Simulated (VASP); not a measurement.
Data:

```xyz
1
Lattice="-1.5863 1.5863 1.5863 1.5863 -1.5863 1.5863 1.5863 1.5863 -1.5863" Properties=species:S:1:pos:R:3 pbc="T T T"
W      0.0000     0.0000     0.0000
```

Computed with r2SCAN meta-GGA with spin-orbit coupling, VASP's PBE PAW potentials (set 64) (plane waves; VASP). Run with 400 eV cut-off, 15×15×15 Γ-centred mesh, Gaussian smearing of 0.050 eV, potentials W_sv.

**Question.** Predict the energy per atom (σ→0), band gap (over mesh and band path) with the smallest direct gap where there is one.

**Answer.** 
The band gap (over mesh and band path) is none (metal, semimetal or under 0.01 eV). The energy per atom (σ→0) is -52.149 eV/atom.

Total energies compare only between runs with the same potentials, cut-off and functional.

The compound is W in the bcc structure. It was relaxed first.
